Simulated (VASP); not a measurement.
```yaml
crystal:
  lattice:
    - [4.16331, 0.00000, 0.00000]
    - [0.00000, 4.16331, 0.00000]
    - [0.00000, 0.00000, 4.16331]
  atoms:
    - { symbol: Cs, position: [0.00000, 0.00000, 0.00000] }
    - { symbol: Br, position: [0.50000, 0.50000, 0.50000] }
```

These are PBEsol GGA, VASP's PBE PAW potentials (set 64) (plane waves; VASP) values and carry that method's errors. Run with 520 eV cut-off, 6×6×6 Γ-centred mesh, Gaussian smearing of 0.050 eV, potentials Cs_sv Br.

Unless said otherwise, spin-orbit coupling is left out, though it shifts the bands of the heavy elements here.

**Question.** Estimate the energy per atom (σ→0), pressure, band gap (on the k-mesh) with the smallest direct gap where there is one.

**Answer.** 
```yaml
band gap (on the k-mesh): 4.65 eV
smallest direct gap (on the k-mesh): 4.65 eV
energy per atom (σ→0): -3.166 eV/atom
pressure: 1.12 GPa
```

The absolute energy has meaning only against runs of the same code, potentials and settings.

The compound is CsBr in the CsCl type structure. This cell is one point of a volume scan, at 0.94 of the reference volume.
